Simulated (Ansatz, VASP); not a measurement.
# Ru (Ruthenium) in two plane-wave programs

Wanted: the spread between two codes on one cell, functional and k mesh. The cell is taken from a series of runs on this material, whose earlier steps may have relaxed, scaled, displaced or heated it; both programs get it as it stands.

Main program and level: Ansatz 0.2.0; plane waves, with VASP 6.6.1 beside it; relaxation of cell and atoms at r2SCAN with rVV10.

## Step 1: The structure

Symmetry: P6_3/mmc, No. 194, hexagonal system. The conventional cell has a = 2.706 Å, b = 2.706 Å, c = 4.282 Å, α = 90.00°, β = 90.00°, γ = 120.00°. Nearest to Ru lie 12 Ru at 2.65 to 2.71 Å.

Coordinates:

```cif
data_structure
_symmetry_space_group_name_H-M 'P6_3/mmc'
_symmetry_Int_Tables_number 194
_cell_length_a 2.7058
_cell_length_b 2.7058
_cell_length_c 4.2819
_cell_angle_alpha 90.000
_cell_angle_beta 90.000
_cell_angle_gamma 120.000
_cell_volume 27.15
loop_
_atom_site_label
_atom_site_type_symbol
_atom_site_symmetry_multiplicity
_atom_site_Wyckoff_symbol
_atom_site_fract_x
_atom_site_fract_y
_atom_site_fract_z
_atom_site_occupancy
Ru1 Ru 2 c 0.33333 0.66667 0.25000 1
```

## Step 2: VASP: relaxation of cell and atoms, r2SCAN with rVV10

The relaxed volume is the usual yardstick between codes: in a stiff, nearly cubic crystal its relative difference is about their pressure difference at one cell divided by the bulk modulus.

Lines of VASP's logs that name or quote its potential files are left out, and so is its time.

Contents of INCAR:

```
SYSTEM = Ru
PREC = Accurate
ENCUT = 550
EDIFF = 1E-07
NELM = 120
ISMEAR = 0
SIGMA = 0.1
LREAL = .FALSE.
ALGO = Normal
METAGGA = R2SCAN
LUSE_VDW = .TRUE.
IVDW_NL = 2
BPARAM = 11.95
CPARAM = 0.0093
LASPH = .TRUE.
NBANDS = 20
LORBIT = 11
LWAVE = .FALSE.
LCHARG = .FALSE.
ISIF = 3
IBRION = 2
NSW = 80
EDIFFG = -0.005
GGA_COMPAT = .FALSE.
NELMIN = 4
LMIXTAU = .TRUE.
KPAR = 2
```

Contents of POSCAR:

```
Ru
1.0
    2.7058000000      0.0000000000      0.0000000000
   -1.3529000000      2.3432920000      0.0000000000
    0.0000000000      0.0000000000      4.2819000000
Ru
2
Direct
    0.3333331911      0.6666663822      0.2500000000
    0.6666665955      0.3333331911      0.7500000000
```

Contents of KPOINTS:

```
Automatic mesh
0
Gamma
15 15 8
0 0 0
```

Potentials, in the order of the species: Ru_pv (PBE family, release 64).

Command:

```
> mpirun -np 2 vasp_std
```

Numbers of over 12 decimals in the logs are rounded to 6 here.

Log:

```text
[banner, memory and clock lines left out]
running    2 mpi-ranks, on    1 nodes
 distrk:  each k-point on    1 cores,    2 groups
 distr:  one band on    1 cores,    1 groups

 POSCAR found type information on POSCAR Ru
 POSCAR found :  1 types and       2 ions
|                                                                             |
|               ----> ADVICE to this user running VASP <----                  |
|                                                                             |
|     You have switched on vdW-DFT.                                           |
|     This routine was written and supplied by Jiri Klimes. We recommend      |
|     that you carefully read and cite the following publications:            |
|       J. Klimes, D.R. Bowler, A. Michelides                                 |
|          J. Phys.: Cond Matt. 22 022201 (2010)                              |
|       J. Klimes, D.R. Bowler, A. Michelides                                 |
|          Phys. Rev. B. 83, 195131 (2011)                                    |
|     and references therein.                                                 |
|                                                                             |

|                                                                             |
|               ----> ADVICE to this user running VASP <----                  |
|                                                                             |
|     You enforced a specific xc type in the INCAR file but a different       |
|     [... a line on the potential file left out ...]
|     I HOPE YOU KNOW WHAT YOU ARE DOING!                                     |
|                                                                             |

 LDA part: xc-table for (None), standard interpolation
 POSCAR, INCAR and KPOINTS ok, starting setup
 FFT: planning ... GRIDC
 FFT: planning ... GRID_SOFT
 FFT: planning ... GRID
 WAVECAR not read
 entering main loop
       N       E                     dE             d eps       ncg     rms          rms(c)
Total rVV10 correction in eV:      0.5295048    29.2853637
Total rVV10 correction in eV:      0.5295048    29.2853637
DAV:   1     0.265434574027E+03    0.26543E+03   -0.18751E+04  5408   0.167E+03
DAV:   2    -0.545331999808E+02   -0.31997E+03   -0.31142E+03  5552   0.483E+02
DAV:   3    -0.610373997296E+02   -0.65042E+01   -0.64437E+01  6176   0.770E+01
DAV:   4    -0.610978701891E+02   -0.60470E-01   -0.60320E-01  7268   0.671E+00
DAV:   5    -0.610985465788E+02   -0.67639E-03   -0.67050E-03  5844   0.628E-01    0.231E+01
Total rVV10 correction in eV:      0.4860608    29.2853639
Total rVV10 correction in eV:      0.4860608    29.2853639
DAV:   6    -0.510890905239E+02    0.10009E+02   -0.12135E+01  5844   0.370E+01    0.188E+00
Total rVV10 correction in eV:      0.4813604    29.2853639
Total rVV10 correction in eV:      0.4813604    29.2853639
DAV:   7    -0.497506584664E+02    0.13384E+01   -0.78823E-01  5988   0.716E+00    0.860E-01
Total rVV10 correction in eV:      0.4833823    29.2853639
Total rVV10 correction in eV:      0.4833823    29.2853639
DAV:   8    -0.503142043760E+02   -0.56355E+00   -0.62774E-01  5624   0.601E+00    0.147E+00
Total rVV10 correction in eV:      0.4798865    29.2853639
Total rVV10 correction in eV:      0.4798865    29.2853639
DAV:   9    -0.503146492270E+02   -0.44485E-03   -0.13587E-02  5740   0.113E+00    0.728E-01
Total rVV10 correction in eV:      0.4784948    29.2853639
Total rVV10 correction in eV:      0.4784948    29.2853639
DAV:  10    -0.503873270245E+02   -0.72678E-01   -0.17577E-02  5516   0.143E+00    0.388E-01
Total rVV10 correction in eV:      0.4771653    29.2853639
Total rVV10 correction in eV:      0.4771653    29.2853639
DAV:  11    -0.503855182990E+02    0.18087E-02   -0.61907E-03  5876   0.746E-01    0.997E-02
Total rVV10 correction in eV:      0.4762547    29.2853639
Total rVV10 correction in eV:      0.4762547    29.2853639
DAV:  12    -0.503835121749E+02    0.20061E-02   -0.31388E-03  5556   0.505E-01    0.935E-02
Total rVV10 correction in eV:      0.4764397    29.2853639
Total rVV10 correction in eV:      0.4764397    29.2853639
DAV:  13    -0.503853955486E+02   -0.18834E-02   -0.43276E-04  5472   0.171E-01    0.615E-02
Total rVV10 correction in eV:      0.4764978    29.2853639
Total rVV10 correction in eV:      0.4764978    29.2853639
DAV:  14    -0.503872230040E+02   -0.18275E-02   -0.54539E-04  5488   0.221E-01    0.471E-02
Total rVV10 correction in eV:      0.4766031    29.2853639
Total rVV10 correction in eV:      0.4766031    29.2853639
DAV:  15    -0.503872158908E+02    0.71132E-05   -0.58731E-05  5672   0.711E-02    0.291E-02
[...]
Total rVV10 correction in eV:      0.4737198    29.2853637
Total rVV10 correction in eV:      0.4737198    29.2853637
DAV:  10    -0.503892936351E+02    0.33124E-05   -0.20564E-07  4388   0.444E-03    0.302E-04
Total rVV10 correction in eV:      0.4737206    29.2853637
Total rVV10 correction in eV:      0.4737206    29.2853637
DAV:  11    -0.503892945782E+02   -0.94314E-06   -0.20654E-08  2716   0.124E-03    0.240E-04
Total rVV10 correction in eV:      0.4737200    29.2853637
Total rVV10 correction in eV:      0.4737200    29.2853637
DAV:  12    -0.503892926676E+02    0.19106E-05   -0.14493E-08  2704   0.122E-03    0.318E-05
Total rVV10 correction in eV:      0.4737201    29.2853637
Total rVV10 correction in eV:      0.4737201    29.2853637
DAV:  13    -0.503892931558E+02   -0.48817E-06   -0.15288E-09  2700   0.405E-04    0.238E-05
Total rVV10 correction in eV:      0.4737201    29.2853637
Total rVV10 correction in eV:      0.4737201    29.2853637
DAV:  14    -0.503892929532E+02    0.20256E-06   -0.16603E-10  2700   0.161E-04    0.114E-05
Total rVV10 correction in eV:      0.4737202    29.2853637
Total rVV10 correction in eV:      0.4737202    29.2853637
DAV:  15    -0.503892930073E+02   -0.54068E-07   -0.42844E-11  2700   0.753E-05
Total rVV10 correction in eV:      0.4737201    29.2853637
Total rVV10 correction in eV:      0.4737201    29.2853637
Total rVV10 correction in eV:      0.4737201    29.2853637
Total rVV10 correction in eV:      0.4737201    29.2853637
   3 F= -.50389293E+02 E0= -.50385764E+02  d E =-.207067E-02
[...]
4 F= -.50389293E+02 E0= -.50385765E+02  d E =-.207084E-02
[...]
5 F= -.50389310E+02 E0= -.50385761E+02  d E =-.163776E-04
 trial-energy change:   -0.000016  1 .order   -0.000017   -0.000091    0.000058
 step:   0.5163(harm=  0.5210)  dis= 0.00000  next Energy=   -50.389321 (dE=-0.277E-04)
 bond charge predicted
       N       E                     dE             d eps       ncg     rms          rms(c)
Total rVV10 correction in eV:      0.4737711    29.2853636
Total rVV10 correction in eV:      0.4737711    29.2853636
DAV:   1    -0.503894079389E+02   -0.98421E-04   -0.37272E-03  5456   0.501E-01    0.615E-02
Total rVV10 correction in eV:      0.4737215    29.2853637
Total rVV10 correction in eV:      0.4737215    29.2853637
DAV:   2    -0.503893234011E+02    0.84538E-04   -0.11460E-04  5476   0.937E-02    0.245E-02
Total rVV10 correction in eV:      0.4737125    29.2853637
Total rVV10 correction in eV:      0.4737125    29.2853637
DAV:   3    -0.503893171917E+02    0.62094E-05   -0.35373E-05  5480   0.509E-02    0.800E-03
Total rVV10 correction in eV:      0.4737194    29.2853637
Total rVV10 correction in eV:      0.4737194    29.2853637
DAV:   4    -0.503893198400E+02   -0.26483E-05   -0.57138E-06  5456   0.215E-02    0.344E-03
Total rVV10 correction in eV:      0.4737249    29.2853637
Total rVV10 correction in eV:      0.4737249    29.2853637
DAV:   5    -0.503893191466E+02    0.69337E-06   -0.17914E-06  5456   0.131E-02    0.222E-03
Total rVV10 correction in eV:      0.4737262    29.2853637
Total rVV10 correction in eV:      0.4737262    29.2853637
DAV:   6    -0.503893221431E+02   -0.29964E-05   -0.55363E-07  5492   0.787E-03    0.355E-04
Total rVV10 correction in eV:      0.4737257    29.2853637
Total rVV10 correction in eV:      0.4737257    29.2853637
DAV:   7    -0.503893203784E+02    0.17647E-05   -0.16808E-07  4280   0.386E-03    0.205E-04
Total rVV10 correction in eV:      0.4737259    29.2853637
Total rVV10 correction in eV:      0.4737259    29.2853637
DAV:   8    -0.503893211154E+02   -0.73701E-06   -0.10081E-08  2700   0.104E-03    0.623E-05
Total rVV10 correction in eV:      0.4737259    29.2853637
Total rVV10 correction in eV:      0.4737259    29.2853637
DAV:   9    -0.503893207218E+02    0.39362E-06   -0.64910E-10  2700   0.304E-04    0.133E-05
Total rVV10 correction in eV:      0.4737259    29.2853637
Total rVV10 correction in eV:      0.4737259    29.2853637
DAV:  10    -0.503893208962E+02   -0.17438E-06   -0.10004E-10  2700   0.109E-04    0.673E-06
Total rVV10 correction in eV:      0.4737259    29.2853637
Total rVV10 correction in eV:      0.4737259    29.2853637
DAV:  11    -0.503893208173E+02    0.78900E-07   -0.16637E-11  2700   0.450E-05
Total rVV10 correction in eV:      0.4737259    29.2853637
Total rVV10 correction in eV:      0.4737259    29.2853637
Total rVV10 correction in eV:      0.4737259    29.2853637
Total rVV10 correction in eV:      0.4737259    29.2853637
   6 F= -.50389321E+02 E0= -.50385780E+02  d E =-.276402E-04
 curvature:  -0.27 expect dE=-0.893E-06 dE for cont linesearch -0.160E-08
 trial: gam=-0.01971 g(F)=  0.102E-40 g(S)=  0.336E-05 ort = 0.814E-06 (trialstep = 0.782E+00)
 search vector abs. value=  0.337E-05
 reached required accuracy - stopping structural energy minimisation
```

OUTCAR, selected parts (step 2):

```text
ion  position               nearest neighbor table
   1  0.333  0.667  0.250-   2 2.65   2 2.65   2 2.65   2 2.65   2 2.65   2 2.65
   2  0.667  0.333  0.750-   1 2.65   1 2.65   1 2.65   1 2.65   1 2.65   1 2.65

  LATTYP: Found a hexagonal cell.
 ALAT       =     2.7058000000
 C/A-ratio  =     1.5824894671

 Subroutine GETGRP returns: Found 24 space group operations
 (whereof 12 operations were pure point group operations)

The static configuration has the point symmetry D_3d.
 The point group associated with its full space group is D_6h.

 Found    135 irreducible k-points:

   k-points           NKPTS =    135   k-points in BZ     NKDIM =    135   number of bands    NBANDS=     20

   dimension x,y,z NGX =    24 NGY =   24 NGZ =   36
   dimension x,y,z NGXF=    48 NGYF=   48 NGZF=   72

   ENCUT  =  550.0 eV  40.42 Ry    6.36 a.u.   5.17  5.17  8.19*2*pi/ulx,y,z

   NELECT =      28.0000    total number of electrons

 k-points in reciprocal lattice and weights: Automatic mesh
   0.00000000  0.00000000  0.00000000       0.001
   0.06666667  0.00000000  0.00000000       0.003
   0.13333333  0.00000000  0.00000000       0.003
   0.20000000  0.00000000  0.00000000       0.003
   0.26666667  0.00000000  0.00000000       0.003
   0.33333333  0.00000000  0.00000000       0.003
   0.40000000  0.00000000  0.00000000       0.003
   0.46666667  0.00000000  0.00000000       0.003
   0.06666667  0.06666667  0.00000000       0.003
[...]
0.33333333  0.26666667  0.50000000       0.007
   0.33333333  0.33333333  0.50000000       0.001

 average (electrostatic) potential at core
       1 -72.2152       2 -72.2152

 E-fermi :  12.8694

 k-point     1 :       0.0000    0.0000    0.0000
  band No.  band energies     occupation
    ...
     11      10.3434      2.00000
     12      10.8538      2.00000
     13      10.8538      2.00000
     14      11.3811      2.00000
     15      11.3811      2.00000
     16      14.1253      0.00000
     17      14.1253      0.00000
     18      14.2384      0.00000
     19      21.2669      0.00000
     20      21.2672      0.00000

 k-point     2 :       0.0667    0.0000    0.0000
  band No.  band energies     occupation
    ...
     12      10.7808      2.00000
     13      10.9835      2.00000
     14      11.2077      2.00000
     15      11.2742      2.00000
     16      12.8058      1.63148
     17      14.1920      0.00000
     18      15.7940      0.00000
     19      21.2669      0.00000
     20      21.2672      0.00000

 k-point     3 :       0.1333    0.0000    0.0000
  band No.  band energies     occupation
    ...
     12      10.6886      2.00000
     13      11.0009      2.00000
     14      11.0712      2.00000
     15      11.3622      2.00000
     16      11.9273      2.00000
     17      14.3512      0.00000
     18      17.5268      0.00000
     19      21.2669      0.00000
     20      21.2672      0.00000

  Total        0.0064604      0.0064604      0.0074692     -0.0000000     -0.0000000      0.0000000
  in kB        0.3844076      0.3844078      0.4444326     -0.0000000     -0.0000000      0.0000000
  external PRESSURE =       0.4044160 kB  Pullay stress =       0.0000000 kB

  energy-cutoff  :      550.00
  volume of cell :       26.93
      direct lattice vectors                 reciprocal lattice vectors
     2.700354541  0.000000000 -0.000000000     0.370321743  0.213805316 -0.000000000
    -1.350177271  2.338576092 -0.000000000    -0.000000000  0.427610632  0.000000000
     0.000000000 -0.000000000  4.263909771     0.000000000  0.000000000  0.234526539

 POSITION                                       TOTAL-FORCE (eV/Angst)
 -----------------------------------------------------------------------------------
      0.00000      1.55905      1.06598        -0.000000      0.000000     -0.000000
      1.35018      0.77953      3.19793         0.000000     -0.000000      0.000000
 -----------------------------------------------------------------------------------
    total drift:                                0.000000      0.000894     -0.000000

  FREE ENERGIE OF THE ION-ELECTRON SYSTEM (eV)
  ---------------------------------------------------
  free  energy   TOTEN  =       -50.3893208173 eV

  energy  without entropy=      -50.3822382072  energy(sigma->0) =      -50.38577951

 reached required accuracy - stopping structural energy minimisation

 total charge
# of ion       s       p       d       tot
------------------------------------------
    1        0.412   6.322   5.957  12.692
    2        0.412   6.322   5.957  12.692
--------------------------------------------------
tot          0.825  12.645  11.914  25.383

[... 3 further parts left out ...]
```

CONTCAR:

```
Ru
   1.00000000000000
     2.7003545412778625    0.0000000000000000   -0.0000000000000000
    -1.3501772706389312    2.3385760916162708   -0.0000000000000000
     0.0000000000000000   -0.0000000000000000    4.2639097708481559
  Ru
     2
Direct
     0.3333331911000030    0.6666663821999990    0.2500000000000000
     0.6666665954999971    0.3333331911000030    0.7500000000000000
```

The PAW data sets were made with PBE, which is usual practice but a small mismatch for other functionals. The run keeps the 24 symmetry operations of its start, so it cannot find a distortion of lower symmetry.

(Continued in part 2 of 2.)

[Lines on the potential files, build, host, timing and source positions are cut from VASP's logs without a mark.]

[Logs are printed without paths, hosts, clocks, repeated set-up lines and the standing remarks that a program may print on its own settings, such as how far it seeks lower states.]

[Hosts, paths, dates, database ids (printed as entryN), source tags and the programs' standing remarks are cut or masked in the printed files.]
